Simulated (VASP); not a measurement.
Wanted: the native input for a VASP 6.6.1 run.

```
Task                   : single point
Functional             : r2SCAN
Potentials or basis    : VASP PAW PBE potentials, release 64 (Nb_sv, Si, O)
Cutoff                 : 520 eV
k mesh                 : 14 × 14 × 14
Occupations            : gaussian, width 0.1 eV
Spin                   : no spin polarisation
Further INCAR settings : ALGO = Normal; EDIFF = 1e-06
```

The structure of Nb2SiO2 lies in POSCAR:

```
Nb2SiO2
1.0
   -1.4407700000      1.4407700000      7.1777600000
    1.4407700000     -1.4407700000      7.1777600000
    1.4407700000      1.4407700000     -7.1777600000
Nb Si O
2 1 2
Direct
    0.1376950000      0.1376950000      0.0000000000
    0.8623050000      0.8623050000      0.0000000000
    0.5000000000      0.5000000000      0.0000000000
    0.6969130000      0.6969130000      0.0000000000
    0.3030870000      0.3030870000      0.0000000000
```

The cell was built by a generator and needn't be a form met in nature.

The input as run:

INCAR

```
SYSTEM = Nb2SiO2
PREC = Accurate
ENCUT = 520
EDIFF = 1E-6
ISMEAR = 0
SIGMA = 0.1
LREAL = .FALSE.
LASPH = .TRUE.
NELM = 150
ALGO = Normal
ISIF = 2
LWAVE = .FALSE.
LCHARG = .FALSE.
METAGGA = R2SCAN
LMIXTAU = .TRUE.
KPAR = 4
```

KPOINTS

```
Automatic mesh
0
G
  14 14 14
  0 0 0
```

Potentials or basis: VASP PAW PBE potentials, release 64 (Nb_sv, Si, O).

The run is started by

```console
$ cat potpaw_PBE.64/Nb_sv/POTCAR potpaw_PBE.64/Si/POTCAR potpaw_PBE.64/O/POTCAR > POTCAR
$ mpirun -np 4 vasp_std > vasp.out
```

Results of the run:

```json
{
  "Pressure": "-3.6 GPa",
  "Largest force": "0.219 eV/Å",
  "Band gap on the k mesh": "none (metal or under the smearing width)"
}
```

Caveat: the PAW data sets were made with another functional, which shifts forces and pressure a little.

Wall time 26 min on 4 MPI ranks on Intel(R) Xeon(R) Platinum 8488C (Sapphire Rapids) (shared host), peak memory 0.71 GiB a rank.
